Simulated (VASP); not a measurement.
# Cs2AgBiBr6: input slips in a band-gap run and what they do, part 2 of 2

Aim: see how common mistakes in a band-structure run show up, on Cs2AgBiBr6. The starting structure is a cell with measured lattice constants from the literature and the atomic positions of a computed structure of the Materials Project. The atoms were first relaxed with LDA in that cell, in a run that isn't shown, and the relaxed structure is the one below.

VASP 6.6.1.

Results so far: reference 1.065 eV; one electron missing no gap to read.

## 4. Bands with a cutoff far too low

Level of this step: LDA; plane waves and PAW (Bi_d, Cs_sv, Ag, Br) (VASP).

A slip made on purpose: a cutoff far too low. Against step 2 the input has ENCUT = 110 (also changed: NELM).

File INCAR:

```
SYSTEM = Cs2AgBiBr6
PREC = Accurate
ENCUT = 110
EDIFF = 1E-06
NELM = 60
ISMEAR = 0
SIGMA = 0.03
LREAL = .FALSE.
ALGO = Normal
GGA = CA
NBANDS = 67
LASPH = .TRUE.
LORBIT = 11
LWAVE = .FALSE.
LCHARG = .FALSE.
KPAR = 8
NCORE = 2
```

File POSCAR:

```
Cs2AgBiBr6
1.0
    0.0000000000      5.6333000000      5.6333000000
    5.6333000000      0.0000000000      5.6333000000
    5.6333000000      5.6333000000      0.0000000000
Bi Cs Ag Br
1 2 1 6
Direct
    0.0000000000      0.0000000000      0.0000000000
    0.2500000000      0.2500000000      0.2500000000
    0.7500000000      0.7500000000      0.7500000000
    0.5000000000      0.5000000000      0.5000000000
    0.7461344694      0.7461344694      0.2538655306
    0.7461344694      0.2538655306      0.7461344694
    0.2538655306      0.7461344694      0.2538655306
    0.2538655306      0.7461344694      0.7461344694
    0.2538655306      0.2538655306      0.7461344694
    0.7461344694      0.2538655306      0.2538655306
```

File KPOINTS:

```
Automatic mesh
0
Gamma
4 4 4
0 0 0
```

File KPOINTS_OPT:

```
Line mode
8
Line-mode
Reciprocal
  0.00000000   0.00000000   0.00000000 GAMMA
  0.50000000   0.00000000   0.50000000 X

  0.50000000   0.00000000   0.50000000 X
  0.50000000   0.25000000   0.75000000 W

  0.50000000   0.25000000   0.75000000 W
  0.37500000   0.37500000   0.75000000 K

  0.37500000   0.37500000   0.75000000 K
  0.00000000   0.00000000   0.00000000 GAMMA

  0.00000000   0.00000000   0.00000000 GAMMA
  0.50000000   0.50000000   0.50000000 L

  0.50000000   0.50000000   0.50000000 L
  0.62500000   0.25000000   0.62500000 U

  0.62500000   0.25000000   0.62500000 U
  0.50000000   0.25000000   0.75000000 W

  0.50000000   0.25000000   0.75000000 W
  0.50000000   0.50000000   0.50000000 L

  0.50000000   0.50000000   0.50000000 L
  0.37500000   0.37500000   0.75000000 K

  0.62500000   0.25000000   0.62500000 U
  0.50000000   0.00000000   0.50000000 X
```

PAW data sets: Bi_d, Cs_sv, Ag and Br (LDA family, release 64).

Started as:

```sh
$ mpirun -np 16 vasp_std
```

Log:

```text
[... set-up lines as in an earlier step ...]
 entering main loop
       N       E                     dE             d eps       ncg     rms          rms(c)
DAV:   1     0.276581852751E+03    0.27658E+03   -0.15725E+04  1256   0.318E+02
DAV:   2     0.348345648153E+02   -0.24175E+03   -0.23590E+03  1336   0.124E+02
DAV:   3     0.248668200328E+02   -0.99677E+01   -0.98888E+01  1288   0.256E+01
DAV:   4     0.247959282113E+02   -0.70892E-01   -0.70789E-01  1288   0.221E+00
[...]
DAV:  12     0.575556059262E+02    0.45379E-04   -0.18708E-04  1264   0.413E-02    0.292E-02
DAV:  13     0.575556097061E+02    0.37800E-05   -0.34899E-05  1296   0.167E-02    0.654E-03
DAV:  14     0.575556096519E+02   -0.54271E-07   -0.16516E-06  1048   0.343E-03
   1 F= 0.57555610E+02 E0= 0.57555610E+02  d E =-.130165E-22
 Start KPOINTS_OPT (optional k-point list driver)
k-point batch [1-8\80]
       N       E                     dE             ncg
DAV:   1    -0.297730660756E+04   -0.61040E+04     1352
DAV:   2    -0.494782277853E+04   -0.19705E+04     1352
DAV:   3    -0.503586784633E+04   -0.88045E+02     1245
DAV:   4    -0.503641264989E+04   -0.54480E+00     1288
DAV:   5    -0.503641750748E+04   -0.48576E-02     1253
DAV:   6    -0.503641756870E+04   -0.61223E-04     1296
DAV:   7    -0.503641756974E+04   -0.10457E-05     1024
DAV:   8    -0.503641756977E+04   -0.29228E-07      888
[...]
k-point batch [73-80\80]
       N       E                     dE             ncg
DAV:   1    -0.306817451369E+04   -0.89388E+04     1376
DAV:   2    -0.501444172987E+04   -0.19463E+04     1320
DAV:   3    -0.509442524022E+04   -0.79984E+02     1328
DAV:   4    -0.509491094389E+04   -0.48570E+00     1320
DAV:   5    -0.509491443100E+04   -0.34871E-02     1320
DAV:   6    -0.509491447231E+04   -0.41308E-04     1360
DAV:   7    -0.509491447282E+04   -0.50859E-06     1056
```

The job ended after 8.8 s (16 MPI ranks of Intel Xeon 6975P-C (Granite Rapids), shared host; peak memory 2.7 GiB).

Parts of OUTCAR (step 4):

```text
  Total     -584.8235340   -584.8235340   -584.8235340      0.0000000      0.0000000     -0.0000000
  in kB    -2620.6968537  -2620.6968537  -2620.6968537      0.0000000      0.0000000     -0.0000000
  external PRESSURE =   -2620.6968537 kB  Pullay stress =       0.0000000 kB

 POSITION                                       TOTAL-FORCE (eV/Angst)
 -----------------------------------------------------------------------------------
      0.00000      0.00000      0.00000         0.000000      0.000000     -0.000000
      2.81665      2.81665      2.81665         0.000000     -0.000000     -0.000000
      8.44995      8.44995      8.44995        -0.000000     -0.000000     -0.000000
      5.63330      5.63330      5.63330         0.000000     -0.000000     -0.000000
      5.63330      5.63330      8.40640         0.000000      0.000000      0.470424
      5.63330      8.40640      5.63330         0.000000      0.470424     -0.000000
      5.63330      2.86020      5.63330         0.000000     -0.470424     -0.000000
      8.40640      5.63330      5.63330         0.470424      0.000000     -0.000000
      5.63330      5.63330      2.86020         0.000000      0.000000     -0.470424
      2.86020      5.63330      5.63330        -0.470424      0.000000     -0.000000
 -----------------------------------------------------------------------------------
    total drift:                                0.000000      0.000000     -0.000000

  FREE ENERGIE OF THE ION-ELECTRON SYSTEM (eV)
  ---------------------------------------------------
  free  energy   TOTEN  =        57.5556096519 eV

  energy  without entropy=       57.5556096519  energy(sigma->0) =       57.55560965

[... 1 part as in an earlier step ...]

[... 2 further parts left out ...]
[key lines of the parts left out:]
E-fermi :   0.7841
```

With a cutoff far too low the gap is 0.424 eV, -0.641 eV from the reference.

## 5. Bands with a k mesh far too coarse and no band path

A slip made on purpose: a k mesh far too coarse and no band path. Against step 2 the input has a 1×1×1 mesh and no band path (also changed: NELM, NBANDS, NCORE and KPAR).

File INCAR:

```
SYSTEM = Cs2AgBiBr6
PREC = Accurate
ENCUT = 350
EDIFF = 1E-06
NELM = 60
ISMEAR = 0
SIGMA = 0.03
LREAL = .FALSE.
ALGO = Normal
GGA = CA
NBANDS = 53
LASPH = .TRUE.
LORBIT = 11
LWAVE = .FALSE.
LCHARG = .FALSE.
NCORE = 4
```

POSCAR is that of step 4.

File KPOINTS:

```
Automatic mesh
0
Gamma
1 1 1
0 0 0
```

Started as:

```sh
$ mpirun -np 16 vasp_std
```

Log:

```text
[banner, memory and clock lines left out]
running   16 mpi-ranks, on    1 nodes
[...]
LDA part: xc-table for (Slater(with rela. corr.)+CA(PZ))
 , standard interpolation
|                                                                             |
|           W    W    AA    RRRRR   N    N  II  N    N   GGGG   !!!           |
|           W    W   A  A   R    R  NN   N  II  NN   N  G    G  !!!           |
|           W    W  A    A  R    R  N N  N  II  N N  N  G       !!!           |
|           W WW W  AAAAAA  RRRRR   N  N N  II  N  N N  G  GGG   !            |
|           WW  WW  A    A  R   R   N   NN  II  N   NN  G    G                |
|           W    W  A    A  R    R  N    N  II  N    N   GGGG   !!!           |
|                                                                             |
|     The number of bands has been changed from the values supplied in        |
|     The orbitals not found in the WAVECAR file will be initialized with     |
|     random numbers, which is usually adequate. For correlated               |
|     calculations, however, you should redo the groundstate calculation.     |
|     I found NBANDS = 53. Now, NBANDS = 56.                                  |
|                                                                             |

 POSCAR, INCAR and KPOINTS ok, starting setup
[...]
entering main loop
       N       E                     dE             d eps       ncg     rms          rms(c)
DAV:   1     0.573706046496E+03    0.57371E+03   -0.29474E+04   120   0.982E+02
DAV:   2     0.308153909584E+02   -0.54289E+03   -0.52055E+03   136   0.245E+02
DAV:   3    -0.306792420289E+02   -0.61495E+02   -0.60888E+02   136   0.972E+01
DAV:   4    -0.323744659307E+02   -0.16952E+01   -0.16930E+01   120   0.197E+01
[...]
DAV:  12    -0.303115772414E+02    0.14758E-04   -0.55945E-05   136   0.291E-02    0.129E-02
DAV:  13    -0.303115759725E+02    0.12689E-05   -0.20103E-05   144   0.157E-02    0.569E-03
DAV:  14    -0.303115757834E+02    0.18909E-06   -0.14916E-06    96   0.504E-03
   1 F= -.30311576E+02 E0= -.30311576E+02  d E =-.375256E-22
```

Run time: 2.4 s. Hardware: 16 MPI ranks; peak memory 2 GiB.

Parts of OUTCAR (step 5):

```text
  Total        4.4210593      4.4210593      4.4210593      0.0000000     -0.0000000      0.0000000
  in kB       19.8115425     19.8115425     19.8115425      0.0000000     -0.0000000      0.0000000
  external PRESSURE =      19.8115425 kB  Pullay stress =       0.0000000 kB

 POSITION                                       TOTAL-FORCE (eV/Angst)
 -----------------------------------------------------------------------------------
      0.00000      0.00000      0.00000        -0.000000     -0.000000      0.000000
      2.81665      2.81665      2.81665        -0.000000     -0.000000      0.000000
      8.44995      8.44995      8.44995        -0.000000     -0.000000      0.000000
      5.63330      5.63330      5.63330        -0.000000     -0.000000      0.000000
      5.63330      5.63330      8.40640        -0.000000     -0.000000      0.853453
      5.63330      8.40640      5.63330        -0.000000      0.853453      0.000000
      5.63330      2.86020      5.63330        -0.000000     -0.853453      0.000000
      8.40640      5.63330      5.63330         0.853453     -0.000000      0.000000
      5.63330      5.63330      2.86020        -0.000000     -0.000000     -0.853453
      2.86020      5.63330      5.63330        -0.853453     -0.000000      0.000000
 -----------------------------------------------------------------------------------
    total drift:                                0.000000     -0.000000     -0.000000

  FREE ENERGIE OF THE ION-ELECTRON SYSTEM (eV)
  ---------------------------------------------------
  free  energy   TOTEN  =       -30.3115757834 eV

  energy  without entropy=      -30.3115757834  energy(sigma->0) =      -30.31157578

[... 1 part as in an earlier step ...]

[... 2 further parts left out ...]
[key lines of the parts left out:]
E-fermi :   1.1603
```

With a k mesh far too coarse and no band path the gap is 2.300 eV, +1.235 eV from the reference, read on the mesh alone.

## 6. Bands with a wide metal-type smearing

A slip made on purpose: a wide metal-type smearing. Against step 2 the input has ISMEAR = 1 and SIGMA = 1 (also changed: NELM).

File INCAR:

```
SYSTEM = Cs2AgBiBr6
PREC = Accurate
ENCUT = 350
EDIFF = 1E-06
NELM = 60
ISMEAR = 1
SIGMA = 1
LREAL = .FALSE.
ALGO = Normal
GGA = CA
NBANDS = 67
LASPH = .TRUE.
LORBIT = 11
LWAVE = .FALSE.
LCHARG = .FALSE.
KPAR = 8
NCORE = 2
```

POSCAR is that of step 5.

File KPOINTS:

```
Automatic mesh
0
Gamma
4 4 4
0 0 0
```

KPOINTS_OPT is that of step 4.

Started as:

```sh
$ mpirun -np 16 vasp_std
```

Log:

```text
[... set-up lines as in an earlier step ...]
 entering main loop
       N       E                     dE             d eps       ncg     rms          rms(c)
DAV:   1     0.563341288821E+03    0.56334E+03   -0.29053E+04  1128   0.828E+02
DAV:   2     0.231517357621E+02   -0.54019E+03   -0.51457E+03  1298   0.219E+02
DAV:   3    -0.338753138250E+02   -0.57027E+02   -0.56581E+02  1304   0.849E+01
DAV:   4    -0.353891889462E+02   -0.15139E+01   -0.15107E+01  1293   0.168E+01
[...]
DAV:  13    -0.339035207649E+02   -0.12922E-04   -0.15063E-04  1253   0.364E-02    0.197E-02
DAV:  14    -0.339035158506E+02    0.49143E-05   -0.25778E-05  1304   0.302E-02    0.301E-03
DAV:  15    -0.339035160162E+02   -0.16557E-06   -0.23788E-06  1066   0.596E-03
   1 F= -.33903516E+02 E0= -.34235142E+02  d E =0.994879E+00
 Start KPOINTS_OPT (optional k-point list driver)
k-point batch [1-8\80]
       N       E                     dE             ncg
DAV:   1    -0.207918926145E+03   -0.57647E+04     1128
DAV:   2    -0.442591001522E+04   -0.42180E+04     1290
DAV:   3    -0.487214218680E+04   -0.44623E+03     1272
DAV:   4    -0.488368811495E+04   -0.11546E+02     1277
DAV:   5    -0.488400187663E+04   -0.31376E+00     1509
DAV:   6    -0.488400943017E+04   -0.75535E-02     1336
DAV:   7    -0.488400987880E+04   -0.44863E-03     1632
DAV:   8    -0.488400988204E+04   -0.32413E-05     1168
DAV:   9    -0.488400988220E+04   -0.15949E-06      880
[...]
k-point batch [73-80\80]
       N       E                     dE             ncg
DAV:   1    -0.164931439732E+03   -0.10594E+05     1104
DAV:   2    -0.444278381041E+04   -0.42779E+04     1293
DAV:   3    -0.488685647247E+04   -0.44407E+03     1328
DAV:   4    -0.489851641474E+04   -0.11660E+02     1344
DAV:   5    -0.489882068627E+04   -0.30427E+00     1496
DAV:   6    -0.489882821747E+04   -0.75312E-02     1408
DAV:   7    -0.489882877122E+04   -0.55375E-03     1656
DAV:   8    -0.489882877330E+04   -0.20823E-05     1264
DAV:   9    -0.489882877335E+04   -0.47554E-07      968
```

Run time: 58 s. Hardware: 16 MPI ranks; peak memory 5.1 GiB; 15 min of CPU time.

From OUTCAR (step 6):

```text
  Total       -6.5459882     -6.5459882     -6.5459882      0.0000000     -0.0000000      0.0000000
  in kB      -29.3337216    -29.3337216    -29.3337216      0.0000000     -0.0000000      0.0000000
  external PRESSURE =     -29.3337216 kB  Pullay stress =       0.0000000 kB

 POSITION                                       TOTAL-FORCE (eV/Angst)
 -----------------------------------------------------------------------------------
      0.00000      0.00000      0.00000         0.000000      0.000000      0.000000
      2.81665      2.81665      2.81665         0.000000      0.000000     -0.000000
      8.44995      8.44995      8.44995         0.000000     -0.000000      0.000000
      5.63330      5.63330      5.63330         0.000000      0.000000      0.000000
      5.63330      5.63330      8.40640         0.000000      0.000000      0.010718
      5.63330      8.40640      5.63330         0.000000      0.010718      0.000000
      5.63330      2.86020      5.63330         0.000000     -0.010718      0.000000
      8.40640      5.63330      5.63330         0.010718      0.000000      0.000000
      5.63330      5.63330      2.86020         0.000000      0.000000     -0.010718
      2.86020      5.63330      5.63330        -0.010718      0.000000      0.000000
 -----------------------------------------------------------------------------------
    total drift:                                0.000000     -0.000000     -0.000000

  FREE ENERGIE OF THE ION-ELECTRON SYSTEM (eV)
  ---------------------------------------------------
  free  energy   TOTEN  =       -33.9035160162 eV

  energy  without entropy=      -34.8983947250  energy(sigma->0) =      -34.23514225

[... 2 parts as in an earlier step ...]

[... 1 further part left out ...]
[key lines of the parts left out:]
E-fermi :   0.7904
```

With a wide metal-type smearing the gap is 1.097 eV, +0.032 eV from the reference.

## 7. All runs side by side

```csv
run,gap (eV),change (eV),core minutes
reference,1.065,-,16.5
one electron missing,none,-,16.3
a cutoff far too low,0.424,-0.641,2.35
a k mesh far too coarse and no band path,2.3,1.235,0.64
a wide metal-type smearing,1.097,0.032,15.5
```

Core minutes are wall time times ranks of the run shown, on a shared host.

## 8. Results

```yaml
reference_gap: 1.065 eV
gap_with_one_electron_missing: none to read from the occupations
gap_with_a_cutoff_far_too_low: 0.424 eV
gap_with_a_k_mesh_far_too_coarse_and_no_band_path: 2.300 eV
gap_with_a_wide_metal_type_smearing: 1.097 eV
```

**Reading.** Finished, but with signs in the output that stand out against the reference: one electron missing, with no gap to read, since by its occupations the run counts as a metal (its levels may still leave one) (signs: a warning on the charge density, a stress of up to 6.4 GPa and forces of up to 0.04 eV/Å); a cutoff far too low, with the gap changed by -0.64 eV (signs: a stress of up to 262.1 GPa and forces of up to 0.47 eV/Å); a k mesh far too coarse and no band path, with the gap changed by +1.23 eV (signs: a stress that differs by up to 4.0 GPa and forces of up to 0.85 eV/Å); a wide metal-type smearing, with the gap changed by +0.03 eV (signs: a stress of up to 2.9 GPa and a large entropy term in the energy). Further runs on this material are not shown.

[Lines on the potential files, build, host, timing and source positions are cut from VASP's logs without a mark.]

[Logs are printed without paths, hosts, clocks, repeated set-up lines and the standing remarks that a program may print on its own settings, such as how far it seeks lower states.]

[Hosts, paths, dates, database ids (printed as entryN), source tags and the programs' standing remarks are cut or masked in the printed files.]
